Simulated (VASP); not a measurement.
TiN:

```
Ti N
1.0
     0.00000    2.11900    2.11900
     2.11900    0.00000    2.11900
     2.11900    2.11900    0.00000
Ti N
1 1
Direct
  0.00000 0.00000 0.00000
  0.50000 0.50000 0.50000
```

- Program: VASP 6.6.1
- Task: relaxation of cell and atoms
- Functional: PBEsol
- Potentials or basis: VASP PAW PBE potentials, release 64 (Ti_sv, N)
- Cutoff: 600 eV
- k mesh: 16 × 16 × 16
- Occupations: methfessel-paxton, width 0.1 eV
- Spin: no spin polarisation

At the start: pressure -6.6 GPa; volume 9.51 Å³/atom.

Where does the relaxation end?

Over 3 steps the energy falls by 4.5 meV/atom and the volume is 9.30 Å³/atom (-2.3 %); space group Fm-3m (No. 225, to 0.05 Å).

Step by step:
| step | energy change (eV) | largest force (eV/Å) | pressure (GPa) | volume (Å³) |
| --- | --- | --- | --- | --- |
| 1 | 0.0000 | 0.0000 | -6.58 | 19.03 |
| 2 | 0.0115 | 0.0000 | 10.91 | 17.97 |
| 3 | -0.0091 | 0.0000 | -0.03 | 18.60 |

Final structure:
```yaml
crystal:
  lattice:
    - [0.00000, 2.10294, 2.10294]
    - [2.10294, 0.00000, 2.10294]
    - [2.10294, 2.10294, 0.00000]
  atoms:
    - { symbol: Ti, position: [0.00000, 0.00000, 0.00000] }
    - { symbol: N, position: [0.50000, 0.50000, 0.50000] }
```

Caveat: the PAW data sets were made with another functional, which shifts forces and pressure a little.
